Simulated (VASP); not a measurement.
# CdS (Greenockite): the band gap, functional by functional, part 2 of 3

How does the band gap of CdS (Greenockite) depend on the functional? The starting structure is a measured crystal structure from the Crystallography Open Database. Cell and atoms stay as given. Meshes and data sets differ where the inputs say so.

VASP 6.6.1.

Results so far: LDA 0.933 eV; PBE 1.193 eV; r2SCAN 1.647 eV.

The database entry behind the starting cell differs from later determinations by our own check (about 0.35 % long), so it need not match the best structure at ambient conditions.

**5. Bands with TB-mBJ**

Level of this step: TB-mBJ; plane waves and PAW (Cd, S) (VASP).

TB-mBJ is a local potential fitted to gaps: it costs far less than a hybrid but gives no energy. Its energies, forces and stress mean nothing.

File INCAR:

```
SYSTEM = CdS
PREC = Accurate
ENCUT = 350
EDIFF = 1E-06
NELM = 150
ISMEAR = 0
SIGMA = 0.03
LREAL = .FALSE.
ALGO = Normal
METAGGA = MBJ
LASPH = .TRUE.
NBANDS = 32
LORBIT = 11
LWAVE = .FALSE.
LCHARG = .FALSE.
KPAR = 4
```

File POSCAR:

```
CdS
1.0
    4.1500000000      0.0000000000      0.0000000000
   -2.0750000000      3.5940054257      0.0000000000
    0.0000000000      0.0000000000      6.7370000000
Cd S
2 2
Direct
    0.6666666667      0.3333333333      0.5000000000
    0.3333333333      0.6666666667      0.0000000000
    0.6666666667      0.3333333333      0.8750000000
    0.3333333333      0.6666666667      0.3750000000
```

File KPOINTS:

```
Automatic mesh
0
Gamma
6 6 4
0 0 0
```

File KPOINTS_OPT:

```
Line mode
10
Line-mode
Reciprocal
  0.00000000   0.00000000   0.00000000 GAMMA
  0.50000000   0.00000000   0.00000000 M

  0.50000000   0.00000000   0.00000000 M
  0.33333333   0.33333333   0.00000000 K

  0.33333333   0.33333333   0.00000000 K
  0.00000000   0.00000000   0.00000000 GAMMA

  0.00000000   0.00000000   0.00000000 GAMMA
  0.00000000   0.00000000   0.50000000 A

  0.00000000   0.00000000   0.50000000 A
  0.50000000   0.00000000   0.50000000 L

  0.50000000   0.00000000   0.50000000 L
  0.33333333   0.33333333   0.50000000 H

  0.33333333   0.33333333   0.50000000 H
  0.00000000   0.00000000   0.50000000 A

  0.50000000   0.00000000   0.50000000 L
  0.50000000   0.00000000   0.00000000 M

  0.33333333   0.33333333   0.00000000 K
  0.33333333   0.33333333   0.50000000 H
```

The projector-augmented-wave data sets are Cd and S (PBE family, release 64).

Run with:

```bash
> mpirun -np 4 vasp_std
```

Log:

```text
[banner, memory and clock lines left out]
running    4 mpi-ranks, on    1 nodes
[...]
[... a notice as in an earlier step ...]

 LDA part: xc-table for (None), standard interpolation
 POSCAR, INCAR and KPOINTS ok, starting setup
[...]
entering main loop
       N       E                     dE             d eps       ncg     rms          rms(c)
DAV:   1     0.810249838935E+03    0.81025E+03   -0.13696E+04  1360   0.755E+02
DAV:   2     0.607467334627E+03   -0.20278E+03   -0.19430E+03  1584   0.239E+02
DAV:   3     0.598339045906E+03   -0.91283E+01   -0.90852E+01  1648   0.522E+01
DAV:   4     0.598281480242E+03   -0.57566E-01   -0.57558E-01  1504   0.410E+00
[...]
DAV:  51     0.602852360756E+03   -0.36866E-05   -0.13780E-11   672   0.192E-05    0.669E-05
DAV:  52     0.602852371432E+03    0.10676E-04   -0.11708E-11   672   0.199E-05    0.454E-05
DAV:  53     0.602852372430E+03    0.99735E-06   -0.14944E-11   672   0.174E-05
   1 F= 0.60285237E+03 E0= 0.60285237E+03  d E =-.362385E-12
 Start KPOINTS_OPT (optional k-point list driver)
k-point batch [1-21\90]
       N       E                     dE             ncg
DAV:   1     0.983296181153E+03   -0.13172E+05     1384
DAV:   2    -0.314699083436E+04   -0.41303E+04     1584
DAV:   3    -0.331582648634E+04   -0.16884E+03     1616
DAV:   4    -0.331680459060E+04   -0.97810E+00     1504
DAV:   5    -0.331681553311E+04   -0.10943E-01     1672
DAV:   6    -0.331681573665E+04   -0.20353E-03     1520
DAV:   7    -0.331681574180E+04   -0.51516E-05     1552
DAV:   8    -0.331681574201E+04   -0.20782E-06     1056
[...]
k-point batch [85-90\90]
       N       E                     dE             ncg
DAV:   1     0.132046888358E+05   -0.55964E+04      384
DAV:   2     0.120606119032E+05   -0.11441E+04      432
DAV:   3     0.120162586103E+05   -0.44353E+02      464
DAV:   4     0.120160240083E+05   -0.23460E+00      456
DAV:   5     0.120160213364E+05   -0.26719E-02      464
DAV:   6     0.120160212863E+05   -0.50122E-04      448
DAV:   7     0.120160212851E+05   -0.11735E-05      408
DAV:   8     0.120160212851E+05   -0.53069E-07      304
```

Wall time 97 s (4 MPI ranks of AMD EPYC 7R43, shared host); peak memory 0.78 GiB.

From OUTCAR (step 5):

```text
  Total      -76.9259927    -76.9259927    -76.7135194      0.0000000      0.0000000      0.0000000
  in kB    -1226.5642979  -1226.5642979  -1223.1764675      0.0000000      0.0000000      0.0000000
  external PRESSURE =   -1225.4350211 kB  Pullay stress =       0.0000000 kB

 POSITION                                       TOTAL-FORCE (eV/Angst)
 -----------------------------------------------------------------------------------
      2.07500      1.19800      3.36850         0.000000     -0.000000     -0.053553
     -0.00000      2.39600      0.00000        -0.000000      0.000000     -0.053553
      2.07500      1.19800      5.89487        -0.000000      0.000000      0.053553
     -0.00000      2.39600      2.52637        -0.000000      0.000000      0.053553
 -----------------------------------------------------------------------------------
    total drift:                                0.000000      0.000001      0.182776

  FREE ENERGIE OF THE ION-ELECTRON SYSTEM (eV)
  ---------------------------------------------------
  free  energy   TOTEN  =       602.8523724295 eV

  energy  without entropy=      602.8523724295  energy(sigma->0) =      602.85237243

[... 2 parts as in an earlier step ...]

[... 1 further part left out ...]
[key lines of the parts left out:]
E-fermi :   1.5682
```

TB-mBJ gives a direct gap of 2.709 eV. The least gap is +1.776 eV from that of LDA.

**6. Bands with LDA + spin-orbit coupling**

Spin-orbit coupling is switched on in this step.

File INCAR:

```
SYSTEM = CdS
PREC = Accurate
ENCUT = 350
EDIFF = 1E-06
NELM = 100
ISMEAR = 0
SIGMA = 0.03
LREAL = .FALSE.
ALGO = Normal
GGA = CA
LNONCOLLINEAR = .TRUE.
MAGMOM = 0 0 0 0 0 0 0 0 0 0 0 0
NBANDS = 48
GGA_COMPAT = .FALSE.
LASPH = .TRUE.
LSORBIT = .TRUE.
LORBIT = 11
LWAVE = .FALSE.
LCHARG = .FALSE.
KPAR = 4
```

POSCAR is that of step 5.

KPOINTS is that of step 5.

KPOINTS_OPT is that of step 5.

The projector-augmented-wave data sets are Cd and S (LDA family, release 64).

Run with:

```bash
> mpirun -np 4 vasp_ncl
```

Log:

```text
[... set-up lines as in an earlier step ...]
 entering main loop
       N       E                     dE             d eps       ncg     rms          rms(c)
DAV:   1     0.205940758242E+03    0.20594E+03   -0.14019E+04  2712   0.101E+03
DAV:   2    -0.335441442186E+01   -0.20930E+03   -0.20347E+03  3080   0.303E+02
DAV:   3    -0.157104693665E+02   -0.12356E+02   -0.12282E+02  3184   0.737E+01
DAV:   4    -0.158635585541E+02   -0.15309E+00   -0.15295E+00  3056   0.791E+00
[...]
DAV:  11    -0.148326146582E+02    0.88457E-04   -0.30192E-04  3120   0.194E-01    0.683E-02
DAV:  12    -0.148326232897E+02   -0.86315E-05   -0.92523E-05  2896   0.541E-02    0.548E-02
DAV:  13    -0.148326230341E+02    0.25555E-06   -0.55173E-06  3248   0.256E-02
   1 F= -.14832623E+02 E0= -.14832623E+02  d E =-.456623E-18  mag=    -0.0000    -0.0000     0.0000
 Start KPOINTS_OPT (optional k-point list driver)
k-point batch [1-28\90]
       N       E                     dE             ncg
DAV:   1     0.931937897112E+03   -0.15973E+05     2728
DAV:   2    -0.479400545236E+04   -0.57259E+04     3016
DAV:   3    -0.511145461854E+04   -0.31745E+03     3192
DAV:   4    -0.511523055321E+04   -0.37759E+01     3112
DAV:   5    -0.511529649680E+04   -0.65944E-01     3264
DAV:   6    -0.511529805351E+04   -0.15567E-02     3104
DAV:   7    -0.511529809967E+04   -0.46156E-04     3280
DAV:   8    -0.511529810135E+04   -0.16781E-05     2224
DAV:   9    -0.511529810145E+04   -0.10680E-06     1992
[...]
k-point batch [85-90\90]
       N       E                     dE             ncg
DAV:   1     0.164102220207E+05   -0.56475E+04      592
DAV:   2     0.152326579765E+05   -0.11776E+04      624
DAV:   3     0.151686546718E+05   -0.64003E+02      688
DAV:   4     0.151679503342E+05   -0.70434E+00      608
DAV:   5     0.151679399386E+05   -0.10396E-01      656
DAV:   6     0.151679397193E+05   -0.21925E-03      624
DAV:   7     0.151679397133E+05   -0.60671E-05      680
DAV:   8     0.151679397131E+05   -0.13142E-06      392
```

Wall time 2.1 min (4 MPI ranks); peak memory 1.4 GiB.

From OUTCAR (step 6):

```text
  Total       -2.0706926     -2.0706926     -1.7008265      0.0000000      0.0000000      0.0000000
  in kB      -33.0166369    -33.0166369    -27.1192213      0.0000000      0.0000000      0.0000000
  external PRESSURE =     -31.0508317 kB  Pullay stress =       0.0000000 kB

 POSITION                                       TOTAL-FORCE (eV/Angst)
 -----------------------------------------------------------------------------------
      2.07500      1.19800      3.36850        -0.000000      0.000000     -0.062436
     -0.00000      2.39600      0.00000         0.000000      0.000000     -0.062436
      2.07500      1.19800      5.89487         0.000000      0.000000      0.062436
     -0.00000      2.39600      2.52637        -0.000000     -0.000000      0.062436
 -----------------------------------------------------------------------------------
    total drift:                               -0.000000      0.000000     -0.000610

  FREE ENERGIE OF THE ION-ELECTRON SYSTEM (eV)
  ---------------------------------------------------
  free  energy   TOTEN  =       -14.8326230341 eV

  energy  without entropy=      -14.8326230341  energy(sigma->0) =      -14.83262303

 magnetization (x)
# of ion       s       p       d       tot
------------------------------------------
    1        0.000   0.000   0.000   0.000
    2       -0.000  -0.000  -0.000  -0.000
    3        0.000  -0.000   0.000  -0.000
    4       -0.000   0.000   0.000   0.000
--------------------------------------------------
tot         -0.000   0.000  -0.000   0.000

 magnetization (y)
# of ion       s       p       d       tot
------------------------------------------
    1        0.000   0.000   0.000   0.000
    2        0.000   0.000   0.000   0.000
    3       -0.000   0.000   0.000  -0.000
    4       -0.000   0.000   0.000  -0.000
--------------------------------------------------
tot         -0.000   0.000   0.000  -0.000

 magnetization (z)
# of ion       s       p       d       tot
------------------------------------------
    1        0.000  -0.000   0.000  -0.000
    2        0.000  -0.000   0.000  -0.000
    3       -0.000   0.000   0.000   0.000
    4       -0.000  -0.000   0.000  -0.000
--------------------------------------------------
tot          0.000  -0.000   0.000  -0.000

[... 1 part as in an earlier step ...]

[... 2 further parts left out ...]
[key lines of the parts left out:]
E-fermi :   1.2086
```

LDA + spin-orbit coupling gives a direct gap of 0.918 eV. The least gap is -0.015 eV from that of LDA.

**7. Bands with r2SCAN + spin-orbit coupling**

Edit INCAR of step 6 so:

```diff
@@ -9,3 +9,4 @@
 ALGO = Normal
-GGA = CA
+METAGGA = R2SCAN
+LASPH = .TRUE.
 LNONCOLLINEAR = .TRUE.
@@ -14,3 +15,2 @@
 GGA_COMPAT = .FALSE.
-LASPH = .TRUE.
 LSORBIT = .TRUE.
```

POSCAR is that of step 6.

KPOINTS is that of step 6.

KPOINTS_OPT is that of step 6.

Potentials, in the order of the species: Cd and S (PBE family, release 64).

Run with:

```bash
> mpirun -np 4 vasp_ncl
```

Log:

```text
[... set-up lines as in an earlier step ...]
 entering main loop
       N       E                     dE             d eps       ncg     rms          rms(c)
DAV:   1     0.154711416427E+03    0.15471E+03   -0.14314E+04  2704   0.103E+03
DAV:   2    -0.572829977249E+02   -0.21199E+03   -0.20616E+03  3088   0.305E+02
DAV:   3    -0.696420569792E+02   -0.12359E+02   -0.12287E+02  3168   0.741E+01
DAV:   4    -0.697909744285E+02   -0.14892E+00   -0.14879E+00  3072   0.786E+00
[...]
DAV:  14    -0.594226877676E+02   -0.18081E-04   -0.79895E-05  2888   0.665E-02    0.381E-02
DAV:  15    -0.594226795206E+02    0.82470E-05   -0.19802E-05  2960   0.450E-02    0.522E-03
DAV:  16    -0.594226795702E+02   -0.49572E-07   -0.71297E-07  1760   0.115E-02
   1 F= -.59422680E+02 E0= -.59422680E+02  d E =-.461176E-18  mag=    -0.0000     0.0000    -0.0000
 Start KPOINTS_OPT (optional k-point list driver)
k-point batch [1-28\90]
       N       E                     dE             ncg
DAV:   1     0.810526523480E+03   -0.16094E+05     2744
DAV:   2    -0.502367562336E+04   -0.58342E+04     3064
DAV:   3    -0.533042695377E+04   -0.30675E+03     3160
DAV:   4    -0.533383698624E+04   -0.34100E+01     3088
DAV:   5    -0.533389577760E+04   -0.58791E-01     3216
DAV:   6    -0.533389709894E+04   -0.13213E-02     3112
DAV:   7    -0.533389713460E+04   -0.35659E-04     3144
DAV:   8    -0.533389713577E+04   -0.11710E-05     2216
DAV:   9    -0.533389713587E+04   -0.95703E-07     1976
[...]
k-point batch [85-90\90]
       N       E                     dE             ncg
DAV:   1     0.163830471777E+05   -0.56746E+04      592
DAV:   2     0.151842971495E+05   -0.11988E+04      624
DAV:   3     0.151217745205E+05   -0.62523E+02      688
DAV:   4     0.151211330048E+05   -0.64152E+00      600
DAV:   5     0.151211235045E+05   -0.95003E-02      664
DAV:   6     0.151211233186E+05   -0.18587E-03      624
DAV:   7     0.151211233139E+05   -0.46854E-05      608
DAV:   8     0.151211233138E+05   -0.13808E-06      384
```

The job ended after 15 min (4 MPI ranks; peak memory 1.7 GiB; 58 min of CPU time).

From OUTCAR (step 7):

```text
  Total        0.2141617      0.2141617      0.5982192      0.0000000      0.0000000      0.0000000
  in kB        3.4147502      3.4147502      9.5384440      0.0000000      0.0000000      0.0000000
  external PRESSURE =       5.4559815 kB  Pullay stress =       0.0000000 kB

 POSITION                                       TOTAL-FORCE (eV/Angst)
 -----------------------------------------------------------------------------------
      2.07500      1.19800      3.36850        -0.000000      0.000000     -0.070994
     -0.00000      2.39600      0.00000         0.000000     -0.000000     -0.070994
      2.07500      1.19800      5.89487         0.000000     -0.000000      0.070994
     -0.00000      2.39600      2.52637         0.000000      0.000000      0.070994
 -----------------------------------------------------------------------------------
    total drift:                               -0.000000      0.000000      0.010895

  FREE ENERGIE OF THE ION-ELECTRON SYSTEM (eV)
  ---------------------------------------------------
  free  energy   TOTEN  =       -59.4226795702 eV

  energy  without entropy=      -59.4226795702  energy(sigma->0) =      -59.42267957

 magnetization (x)
# of ion       s       p       d       tot
------------------------------------------
    1        0.000   0.000   0.000   0.000
    2        0.000   0.000   0.000   0.000
    3        0.000  -0.000   0.000  -0.000
    4       -0.000  -0.000   0.000  -0.000
--------------------------------------------------
tot          0.000  -0.000   0.000  -0.000

 magnetization (y)
# of ion       s       p       d       tot
------------------------------------------
    1        0.000   0.000   0.000   0.000
    2        0.000   0.000   0.000   0.000
    3        0.000   0.000   0.000   0.000
    4        0.000   0.000   0.000   0.000
--------------------------------------------------
tot          0.000   0.000   0.000   0.000

 magnetization (z)
# of ion       s       p       d       tot
------------------------------------------
    1        0.000   0.000   0.000   0.000
    2        0.000   0.000   0.000   0.000
    3        0.000  -0.000   0.000  -0.000
    4        0.000   0.000   0.000   0.000
--------------------------------------------------
tot          0.000   0.000   0.000   0.000

[... 2 parts as in an earlier step ...]

[... 1 further part left out ...]
[key lines of the parts left out:]
E-fermi :   1.1285
```

r2SCAN + spin-orbit coupling gives a direct gap of 1.633 eV. The least gap is -0.014 eV from that of r2SCAN.

**8. Bands with TB-mBJ + spin-orbit coupling**

Edit INCAR of step 7 so:

```diff
@@ -4,3 +4,3 @@
 EDIFF = 1E-06
-NELM = 100
+NELM = 150
 ISMEAR = 0
@@ -9,3 +9,3 @@
 ALGO = Normal
-METAGGA = R2SCAN
+METAGGA = MBJ
 LASPH = .TRUE.
```

POSCAR is that of step 7.

KPOINTS is that of step 7.

KPOINTS_OPT is that of step 7.

Run with:

```bash
> mpirun -np 4 vasp_ncl
```

Log:

```text
[... set-up lines as in an earlier step ...]
 entering main loop
       N       E                     dE             d eps       ncg     rms          rms(c)
DAV:   1     0.817681584982E+03    0.81768E+03   -0.14069E+04  2728   0.101E+03
DAV:   2     0.610003348029E+03   -0.20768E+03   -0.20223E+03  3096   0.300E+02
DAV:   3     0.598349664249E+03   -0.11654E+02   -0.11585E+02  3200   0.709E+01
DAV:   4     0.598222403768E+03   -0.12726E+00   -0.12716E+00  3016   0.716E+00
[...]
DAV:  46     0.602798932399E+03    0.14182E-04   -0.22538E-11  1368   0.338E-05    0.695E-05
DAV:  47     0.602798936470E+03    0.40716E-05   -0.21722E-11  1368   0.337E-05    0.131E-05
DAV:  48     0.602798937465E+03    0.99490E-06   -0.82072E-12  1368   0.155E-05
   1 F= 0.60279894E+03 E0= 0.60279894E+03  d E =-.973376E-13  mag=    -0.0000     0.0000     0.0000
 Start KPOINTS_OPT (optional k-point list driver)
k-point batch [1-28\90]
       N       E                     dE             ncg
DAV:   1     0.159059901466E+04   -0.15314E+05     2760
DAV:   2    -0.413492110395E+04   -0.57255E+04     3072
DAV:   3    -0.441414540823E+04   -0.27922E+03     3200
DAV:   4    -0.441667538748E+04   -0.25300E+01     3096
DAV:   5    -0.441671055431E+04   -0.35167E-01     3216
DAV:   6    -0.441671131692E+04   -0.76260E-03     3168
DAV:   7    -0.441671133868E+04   -0.21765E-04     2744
DAV:   8    -0.441671133955E+04   -0.87150E-06     2168
[...]
k-point batch [85-90\90]
       N       E                     dE             ncg
DAV:   1     0.165463932604E+05   -0.55113E+04      600
DAV:   2     0.153783667348E+05   -0.11680E+04      624
DAV:   3     0.153213767583E+05   -0.56990E+02      688
DAV:   4     0.153208739742E+05   -0.50278E+00      616
DAV:   5     0.153208681717E+05   -0.58024E-02      656
DAV:   6     0.153208680605E+05   -0.11126E-03      640
DAV:   7     0.153208680576E+05   -0.28574E-05      560
DAV:   8     0.153208680575E+05   -0.94344E-07      400
```

Run time: 8.9 min. Hardware: 4 MPI ranks; peak memory 1.7 GiB; 36 min of CPU time.

Parts of OUTCAR (step 8):

```text
  Total      -76.9242157    -76.9242157    -76.7170445      0.0000000      0.0000000      0.0000000
  in kB    -1226.5359638  -1226.5359638  -1223.2326746      0.0000000      0.0000000      0.0000000
  external PRESSURE =   -1225.4348674 kB  Pullay stress =       0.0000000 kB

 POSITION                                       TOTAL-FORCE (eV/Angst)
 -----------------------------------------------------------------------------------
      2.07500      1.19800      3.36850         0.000000     -0.000000     -0.056118
     -0.00000      2.39600      0.00000        -0.000000      0.000000     -0.056118
      2.07500      1.19800      5.89487         0.000000      0.000000      0.056118
     -0.00000      2.39600      2.52637         0.000000     -0.000000      0.056118
 -----------------------------------------------------------------------------------
    total drift:                               -0.000000      0.000000      0.184759

  FREE ENERGIE OF THE ION-ELECTRON SYSTEM (eV)
  ---------------------------------------------------
  free  energy   TOTEN  =       602.7989374652 eV

  energy  without entropy=      602.7989374652  energy(sigma->0) =      602.79893747

 magnetization (x)
# of ion       s       p       d       tot
------------------------------------------
    1       -0.000   0.000   0.000   0.000
    2       -0.000  -0.000   0.000  -0.000
    3       -0.000   0.000   0.000   0.000
    4        0.000  -0.000   0.000  -0.000
--------------------------------------------------
tot         -0.000  -0.000   0.000  -0.000

 magnetization (z)
# of ion       s       p       d       tot
------------------------------------------
    1       -0.000  -0.000   0.000  -0.000
    2       -0.000  -0.000   0.000  -0.000
    3        0.000  -0.000   0.000  -0.000
    4       -0.000   0.000   0.000  -0.000
--------------------------------------------------
tot         -0.000  -0.000   0.000  -0.000

[... 3 parts as in an earlier step ...]

[... 1 further part left out ...]
[key lines of the parts left out:]
E-fermi :   1.5831
```

TB-mBJ + spin-orbit coupling gives a direct gap of 2.703 eV. The least gap is -0.006 eV from that of TB-mBJ.

[end of part 2 of 3]

[Lines on the potential files, build, host, timing and source positions are cut from VASP's logs without a mark.]

[Logs are printed without paths, hosts, clocks, repeated set-up lines and the standing remarks that a program may print on its own settings, such as how far it seeks lower states.]

[Hosts, paths, dates, database ids (printed as entryN), source tags and the programs' standing remarks are cut or masked in the printed files.]
